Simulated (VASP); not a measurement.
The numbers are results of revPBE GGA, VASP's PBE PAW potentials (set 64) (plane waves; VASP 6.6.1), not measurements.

Input for VASP

### INCAR
```
ALGO = All
EDIFF = 1E-6
ENCUT = 520
GGA = RE
ISMEAR = 0
ISPIN = 2
ISYM = 0
LASPH = .TRUE.
LCHARG = .FALSE.
LMAXMIX = 4
LORBIT = 10
LREAL = .FALSE.
LWAVE = .FALSE.
MAGMOM = 2
NELM = 200
NUPDOWN = 2
PREC = Normal
SIGMA = 0.01
SYSTEM = Sn atom
```

POSCAR:
```
Sn atom
13.0
  0.9230769231   0.0000000000   0.0000000000
  0.0000000000   0.9615384615   0.0000000000
  0.0000000000   0.0000000000   1.0000000000
Sn
1
Cartesian
  0.0000000000   0.0000000000   0.0000000000
```

### KPOINTS
```
Automatic mesh
0
Gamma
1 1 1
0 0 0
```

POTCAR, in this order: Sn_d (PBE.64 set). Program: vasp_gam. Read from the step before: WAVECAR.

Output

### OSZICAR
```
       N       E                     dE             d eps       ncg     rms           ort
SDA:   1    -0.708818794375E+00   -0.70882E+00    0.00000E+00    12   0.472E-02   0.000E+00
CGA:   2    -0.709573496033E+00   -0.75470E-03   -0.75149E-03    12   0.192E-02  -0.766E-04
CGA:   3    -0.709985486242E+00   -0.41199E-03   -0.41136E-03    12   0.401E-03   0.337E-04
CGA:   4    -0.710090950728E+00   -0.10546E-03   -0.10537E-03    12   0.148E-03   0.560E-05
CGA:   5    -0.710137195603E+00   -0.46245E-04   -0.48957E-04    12   0.831E-04  -0.200E-04
CGA:   6    -0.710156321471E+00   -0.19126E-04   -0.19063E-04    12   0.367E-04   0.130E-05
CGA:   7    -0.710168403097E+00   -0.12082E-04   -0.13040E-04    12   0.212E-04  -0.915E-05
CGA:   8    -0.710177147852E+00   -0.87448E-05   -0.87551E-05    12   0.171E-04  -0.491E-05
SDA:   9    -0.710198129960E+00   -0.20982E-04   -0.20982E-04    12   0.119E-03  -0.155E-04
SDA:  10    -0.710244615860E+00   -0.46486E-04   -0.49686E-04    12   0.126E-03  -0.498E-04
SDA:  11    -0.710290581443E+00   -0.45966E-04   -0.46500E-04    12   0.138E-03  -0.535E-04
 trl  12    -0.710252069820E+00    0.38512E-04   -0.92497E-04    12   0.138E-03  -0.329E-03
SDA:  13    -0.710370132293E+00   -0.79551E-04   -0.92497E-04    12   0.407E-03  -0.114E-03
SDA:  14    -0.710545156277E+00   -0.17502E-03   -0.17927E-03    12   0.661E-03  -0.254E-03
SDA:  15    -0.711088941889E+00   -0.54379E-03   -0.55028E-03    12   0.210E-02  -0.531E-03
SDA:  16    -0.714129378838E+00   -0.30404E-02   -0.29611E-02    12   0.188E-01  -0.361E-02
 trl  17    -0.662102257393E+00    0.52027E-01   -0.14613E-01    12   0.188E-01  -0.731E-01
SDA:  18    -0.728859421859E+00   -0.14730E-01   -0.14613E-01    12   0.251E-01  -0.141E-01
CGA:  19    -0.737000406787E+00   -0.81410E-02   -0.70180E-02    12   0.288E-02  -0.112E-02
CGA:  20    -0.738519229735E+00   -0.15188E-02   -0.15195E-02    12   0.481E-03  -0.254E-04
CGA:  21    -0.738781529524E+00   -0.26230E-03   -0.26221E-03    12   0.132E-03   0.468E-05
CGA:  22    -0.738848118202E+00   -0.66589E-04   -0.66529E-04    12   0.416E-04  -0.179E-05
CGA:  23    -0.738876955561E+00   -0.28837E-04   -0.28782E-04    12   0.161E-04   0.319E-06
CGA:  24    -0.738890939750E+00   -0.13984E-04   -0.14137E-04    12   0.161E-04  -0.471E-06
CGA:  25    -0.738909532964E+00   -0.18593E-04   -0.18186E-04    12   0.244E-04   0.691E-06
CGA:  26    -0.738959149461E+00   -0.49616E-04   -0.49561E-04    12   0.803E-04  -0.962E-07
SDA:  27    -0.739034640557E+00   -0.75491E-04   -0.84540E-04    12   0.193E-03  -0.243E-04
CGA:  28    -0.739141745700E+00   -0.10711E-03   -0.10776E-03    12   0.649E-04   0.421E-06
CGA:  29    -0.739192250343E+00   -0.50505E-04   -0.50489E-04    12   0.386E-04   0.112E-05
CGA:  30    -0.739219146809E+00   -0.26896E-04   -0.26876E-04    12   0.253E-04  -0.461E-06
CGA:  31    -0.739235979584E+00   -0.16833E-04   -0.16885E-04    12   0.132E-04   0.772E-06
CGA:  32    -0.739249092365E+00   -0.13113E-04   -0.13216E-04    12   0.219E-04  -0.254E-06
 trl  33     0.106300318773E+02    0.11369E+02   -0.13562E+01    12   0.215E-04  -0.544E-02
SDA:  34    -0.739262647872E+00   -0.13556E-04   -0.13562E+01    12   0.224E-04   0.170E-04
CGA:  35    -0.739276318157E+00   -0.13670E-04   -0.13209E-04    12   0.127E-04  -0.264E-07
CGA:  36    -0.739289760524E+00   -0.13442E-04   -0.13789E-04    12   0.142E-04   0.268E-06
SDA:  37    -0.739305346293E+00   -0.15586E-04   -0.14990E-04    12   0.195E-04   0.376E-05
CGA:  38    -0.739317032374E+00   -0.11686E-04   -0.11588E-04    12   0.115E-04  -0.237E-06
CGA:  39    -0.739326318340E+00   -0.92860E-05   -0.91893E-05    12   0.843E-05  -0.545E-06
CGA:  40    -0.739335321408E+00   -0.90031E-05   -0.95307E-05    12   0.236E-04  -0.130E-06
SDA:  41    -0.739373131521E+00   -0.37810E-04   -0.34227E-04    12   0.929E-04   0.870E-05
CGA:  42    -0.739406990887E+00   -0.33859E-04   -0.43899E-04    12   0.152E-04  -0.169E-05
CGA:  43    -0.739418922581E+00   -0.11932E-04   -0.11897E-04    12   0.945E-05  -0.458E-06
CGA:  44    -0.739425388504E+00   -0.64659E-05   -0.65199E-05    12   0.591E-05   0.669E-06
CGA:  45    -0.739442025881E+00   -0.16637E-04   -0.16607E-04    12   0.181E-04  -0.579E-07
CGA:  46    -0.739456377993E+00   -0.14352E-04   -0.14220E-04    12   0.211E-04   0.191E-05
CGA:  47    -0.739487341784E+00   -0.30964E-04   -0.30333E-04    12   0.396E-04   0.265E-05
CGA:  48    -0.739533135323E+00   -0.45794E-04   -0.45793E-04    12   0.522E-04  -0.629E-06
CGA:  49    -0.739560884465E+00   -0.27749E-04   -0.26442E-04    12   0.298E-04   0.531E-05
CGA:  50    -0.739579345726E+00   -0.18461E-04   -0.18898E-04    12   0.207E-04   0.628E-06
CGA:  51    -0.739592130804E+00   -0.12785E-04   -0.12424E-04    12   0.118E-04  -0.732E-06
CGA:  52    -0.739596964929E+00   -0.48341E-05   -0.45348E-05    12   0.473E-05   0.155E-05
CGA:  53    -0.739599250382E+00   -0.22855E-05   -0.24157E-05    12   0.295E-05   0.468E-06
CGA:  54    -0.739601165523E+00   -0.19151E-05   -0.18526E-05    12   0.273E-05  -0.263E-06
CGA:  55    -0.739602910609E+00   -0.17451E-05   -0.17423E-05    12   0.348E-05  -0.677E-07
CGA:  56    -0.739604559130E+00   -0.16485E-05   -0.17416E-05    12   0.298E-05   0.344E-06
CGA:  57    -0.739606699262E+00   -0.21401E-05   -0.21392E-05    12   0.366E-05   0.819E-08
CGA:  58    -0.739609886017E+00   -0.31868E-05   -0.32845E-05    12   0.821E-05  -0.570E-06
CGA:  59    -0.739614201625E+00   -0.43156E-05   -0.42766E-05    12   0.130E-04   0.402E-06
SDA:  60    -0.739620482284E+00   -0.62807E-05   -0.55294E-05    12   0.150E-04   0.345E-05
CGA:  61    -0.739629605348E+00   -0.91231E-05   -0.91293E-05    12   0.729E-05  -0.539E-06
CGA:  62    -0.739632699342E+00   -0.30940E-05   -0.32912E-05    12   0.213E-05   0.819E-06
CGA:  63    -0.739634915026E+00   -0.22157E-05   -0.23492E-05    12   0.340E-05  -0.424E-06
CGA:  64    -0.739636891841E+00   -0.19768E-05   -0.19751E-05    12   0.250E-05   0.102E-06
CGA:  65    -0.739638284367E+00   -0.13925E-05   -0.14359E-05    12   0.203E-05   0.285E-06
CGA:  66    -0.739640317468E+00   -0.20331E-05   -0.21328E-05    12   0.357E-05  -0.392E-06
CGA:  67    -0.739642631150E+00   -0.23137E-05   -0.23245E-05    12   0.575E-05  -0.495E-07
CGA:  68    -0.739646176322E+00   -0.35452E-05   -0.35797E-05    12   0.703E-05   0.425E-06
CGA:  69    -0.739652489906E+00   -0.63136E-05   -0.63408E-05    12   0.127E-04  -0.232E-06
CGA:  70    -0.739662154857E+00   -0.96650E-05   -0.97010E-05    12   0.194E-04  -0.356E-06
CGA:  71    -0.739671304008E+00   -0.91492E-05   -0.91136E-05    12   0.165E-04   0.875E-06
CGA:  72    -0.739679431701E+00   -0.81277E-05   -0.82594E-05    12   0.137E-04   0.437E-06
CGA:  73    -0.739686400650E+00   -0.69689E-05   -0.69204E-05    12   0.979E-05  -0.362E-06
CGA:  74    -0.739690049929E+00   -0.36493E-05   -0.35732E-05    12   0.461E-05   0.289E-06
CGA:  75    -0.739691635878E+00   -0.15859E-05   -0.16355E-05    12   0.236E-05   0.225E-06
CGA:  76    -0.739692660121E+00   -0.10242E-05   -0.10056E-05    12   0.133E-05  -0.913E-07
CGA:  77    -0.739693194790E+00   -0.53467E-06   -0.52342E-06    12   0.826E-06  -0.710E-07
   1 F= -.73969319E+00 E0= -.73969319E+00  d E =-.369822E-24  mag=     2.0000
```

OUTCAR:
```
------------------------ aborting loop because EDIFF is reached ----------------------------------------
  FORCE on cell =-STRESS in cart. coord.  units (eV):
  Direction    XX          YY          ZZ          XY          YZ          ZX
  --------------------------------------------------------------------------------------
  Total       -0.0040202     -0.0079833     -0.0115768      0.0027402     -0.0011108      0.0004459
  in kB       -0.0033031     -0.0065593     -0.0095118      0.0022514     -0.0009127      0.0003664
  external PRESSURE =      -0.0064581 kB  Pullay stress =       0.0000000 kB
  volume of cell :     1950.00
      direct lattice vectors                 reciprocal lattice vectors
    12.000000000  0.000000000  0.000000000     0.083333333  0.000000000  0.000000000
     0.000000000 12.500000000  0.000000000     0.000000000  0.080000000  0.000000000
     0.000000000  0.000000000 13.000000000     0.000000000  0.000000000  0.076923077
 POSITION                                       TOTAL-FORCE (eV/Angst)
 -----------------------------------------------------------------------------------
      0.00000      0.00000      0.00000        -0.000001     -0.000001      0.000000
 -----------------------------------------------------------------------------------
    total drift:                               -0.000001     -0.000001      0.000000
  FREE ENERGIE OF THE ION-ELECTRON SYSTEM (eV)
  ---------------------------------------------------
  free  energy   TOTEN  =        -0.7396931948 eV

  energy  without entropy=       -0.7396931948  energy(sigma->0) =       -0.73969319

 total charge

# of ion       s       p       d       tot
------------------------------------------
    1        1.346   0.759   9.920  12.026

 magnetization (x)

# of ion       s       p       d       tot
------------------------------------------
    1       -0.003   0.759  -0.002   0.754
```
(Selected blocks of OUTCAR.)

The atom may not be in its lowest state.

The cell is a free atom in a box.
